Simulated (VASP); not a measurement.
OSZICAR of a VASP run on HfN (rock salt):

OSZICAR:
```
       N       E                     dE             d eps       ncg     rms          rms(c)
DAV:   1     0.487073441854E+02    0.48707E+02   -0.67718E+03  3696   0.639E+02
DAV:   2    -0.228111036798E+02   -0.71518E+02   -0.67165E+02  4452   0.198E+02
DAV:   3    -0.247579212073E+02   -0.19468E+01   -0.19352E+01  4542   0.251E+01
DAV:   4    -0.247615536915E+02   -0.36325E-02   -0.36324E-02  3996   0.122E+00
DAV:   5    -0.247615601165E+02   -0.64250E-05   -0.64256E-05  4562   0.477E-02    0.491E+01
DAV:   6    -0.218584620333E+02    0.29031E+01   -0.43903E+00  4306   0.141E+01    0.433E+01
DAV:   7    -0.217842749582E+02    0.74187E-01   -0.34873E-01  4190   0.392E+00    0.264E+01
DAV:   8    -0.217575974619E+02    0.26677E-01   -0.73727E-02  4188   0.181E+00    0.353E+00
DAV:   9    -0.217545582313E+02    0.30392E-02   -0.62722E-03  4248   0.552E-01    0.128E+00
DAV:  10    -0.217544852845E+02    0.72947E-04   -0.54703E-04  4260   0.192E-01    0.262E-01
DAV:  11    -0.217544692814E+02    0.16003E-04   -0.41490E-05  4350   0.512E-02    0.204E-02
DAV:  12    -0.217544702874E+02   -0.10060E-05   -0.43451E-06  4278   0.143E-02    0.151E-02
DAV:  13    -0.217544703974E+02   -0.10998E-06   -0.13436E-07  2250   0.294E-03
   1 F= -.21754470E+02 E0= -.21754368E+02  d E =-.306805E-03
```

**Question.** Which electronic solver shows in the log?

**Answer.** It is blocked Davidson (ALGO = Normal, or the opening steps of other solvers). The INCAR had ALGO = Normal.

**Question.** Can the final energy be trusted as converged?

**Answer.** Self-consistency was reached. It stopped with EDIFF = 1E-6, NELM = 100 (PBE GGA, plane waves, VASP's PBE PAW potentials (set 64)).

The compound is HfN in the rock salt structure. The cell was not relaxed at this level. The run is one of a series of settings (NBANDS = 22 against the base run), some of them coarse on purpose. The electron count is odd and the run is not spin-polarised, which forces a metal.
